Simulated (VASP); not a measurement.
**Mg6GaCo: equation of state with PBE**

Crystal: Mg6GaCo.

```
Ga Co Mg
1.0
     4.81138    0.00000    0.00000
     0.00000    3.03118    5.20815
     0.00000   -3.03118    5.20815
Ga Co Mg
1 1 6
Direct
  0.50000 0.67442 0.67442
  0.00000 0.83250 0.83250
  0.50000 0.16675 0.16675
  0.50000 0.67359 0.14519
  0.50000 0.14519 0.67359
  0.00000 0.33409 0.33409
  0.00000 0.83224 0.34122
  0.00000 0.34122 0.83224
```

The cell comes from a database or a generator and needn't be the stable form of this composition.

* Program: VASP 6.6.1
* Task: equation of state
* Functional: PBE
* Potentials or basis: VASP PAW PBE potentials, release 64 (Ga_d, Co, Mg)
* Cutoff: 520 eV
* k mesh: 6 × 5 × 5
* Occupations: fermi-dirac, width 0.05 eV
* Spin: collinear spin, ferromagnetic start
* Starting moments: [0.0, 2.0, 0.0, 0.0, 0.0, 0.0, 0.0, 0.0] μB
* Further INCAR settings: ALGO = Normal; EDIFF = 1e-07; NBANDS = 31

| Property | Result |
| --- | --- |
| Equilibrium volume | 19.07 Å³/atom |
| Bulk modulus at fixed shape and positions | 47 GPa |
| Pressure derivative of the bulk modulus | 4.0 |

Energy against volume, from the lowest point:
| volume (Å³/atom) | energy (meV/atom) |
| --- | --- |
| 17.850 | 12.65 |
| 18.230 | 5.76 |
| 18.609 | 1.63 |
| 18.989 | 0.00 |
| 19.369 | 0.63 |
| 19.749 | 3.31 |
| 20.129 | 7.85 |

All runs of the series together: 40 min on 1 thread of AMD EPYC 9R45 96-Core Processor (Zen 5), with other jobs on the host.

Caveat: the cell was scaled at fixed shape and fractional positions, which overstates the stiffness of a crystal with free parameters, most of all of layers and chains.
